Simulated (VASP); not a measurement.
O3WF2H2, 8 atoms in the cell. The cell holds a molecule in a box, 8 atoms: a = 13.000 Å, b = 13.000 Å, c = 13.000 Å, α = 90.00°, β = 90.00°, γ = 90.00°.  The cell isn't the ideal one: atoms moved at random, drawn with an rms of 0.05 Å.

| Property | Result |
| --- | --- |
| Program | VASP 6.6.1 |
| Task | single point |
| Functional | PBE |
| Potentials or basis | VASP PAW PBE potentials, release 64 (O, W_sv, F, H) |
| Cutoff | 520 eV |
| k mesh | 1 × 1 × 1 |
| Occupations | gaussian, width 0.01 eV |
| Spin | no spin polarisation |
| Further INCAR settings | ALGO = Normal; EDIFF = 1e-07; NBANDS = 34 |

Potentials or basis: VASP PAW PBE potentials, release 64 (O, W_sv, F, H).

The run is started by

```console
$ cat potpaw_PBE.64/O/POTCAR potpaw_PBE.64/W_sv/POTCAR potpaw_PBE.64/F/POTCAR potpaw_PBE.64/H/POTCAR > POTCAR
$ mpirun -np 1 vasp_gam > vasp.out
```

Hardware: 1 thread of Intel(R) Xeon(R) Platinum 8259CL CPU @ 2.50GHz (Skylake/Cascade Lake), with other jobs on the host.

Estimate the wall time of this run.

It took 5.7 min on 1 thread of Intel(R) Xeon(R) Platinum 8259CL CPU @ 2.50GHz (Skylake/Cascade Lake), with other jobs on the host, peak memory 1.6 GiB. Counts: scf iterations 29, k points 1.
